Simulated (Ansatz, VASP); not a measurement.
## One calculation of CoRu2, two programs

```
Co Ru
1.0
     2.68443    0.00000    0.00000
    -1.34222    2.32479    0.00000
     0.00000    0.00000   12.44242
Co Ru
2 4
Cartesian
  0.0000 1.5499 3.1106
  1.3422 0.7749 9.3318
  0.0000 1.5499 11.3791
  0.0000 1.5499 7.2845
  1.3422 0.7749 1.0633
  1.3422 0.7749 5.1579
```

Alike in both runs: functional PBE; k mesh 6 × 6 × 2; occupations gaussian, width 0.1 eV; collinear spin.

Ansatz relaxed the structure, and its values are those at the end. VASP's run is a single point on that final structure, the one shown.

|  | VASP | Ansatz |
| --- | --- | --- |
| version | VASP 6.6.1 | Ansatz 0.2.0 |
| potentials or method | VASP PAW PBE potentials, release 64 (Co, Ru_pv) | scalar-relativistic, plane waves, PAW |
| plane-wave cutoff (eV) | 520 | 420 |
| valence electrons in the cell | 74 | 98 |

|  | VASP | Ansatz | Ansatz less VASP |
| --- | --- | --- | --- |
| gap on the k mesh at the Fermi level (eV) | none | none | - |
| pressure (GPa) | -0.2 | 0.1 | +0.30 |
| rms of the force components (eV/Å) | 0.000 | 0.004 | +0.0041 |
| net moment per atom (μB) | 0.44 | 0.45 | +0.005 |
| size of the moment on the site where the two differ most (μB) | 1.32 | 1.36 | +0.039 |

Site moments also hang on the region over which each program counts them. A gap of «none» marks a metal or a gap that the smearing closes. With one functional, cell and mesh, what is left measures potentials, basis and numerics. The two sets of potentials don't hold the same shells in valence.

Caveats: the k mesh is coarse (spacing up to 0.45 Å⁻¹), so the values aren't converged.
